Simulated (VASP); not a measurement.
Given:

```xyz
2
Lattice="2.9738 0.0000 0.0000 0.0000 2.9738 0.0000 0.0000 0.0000 2.9738" Properties=species:S:1:pos:R:3 pbc="T T T"
Ti     0.0000     0.0000     0.0000
Co     1.4869     1.4869     1.4869
```

Level of theory: MS2 meta-GGA, VASP's PBE PAW potentials (set 64) (plane waves; VASP). Run with 520 eV cut-off, 12×12×12 Γ-centred mesh, first-order Methfessel-Paxton smearing of 0.10 eV, potentials Ti_sv Co.

Give the stress tensor in GPa (positive for a compressed cell).

```
-5.74   0.00   0.00
 0.00  -5.74   0.00
 0.00   0.00  -5.74
```
The pressure is its mean diagonal, -5.74 GPa.

The compound is TiCo in the CsCl type structure. This cell is one point of a volume scan, at 1.03 of the reference volume. The run is not spin-polarised, so no magnetic state was tried. The electron count is odd and the run is not spin-polarised, which forces a metal.
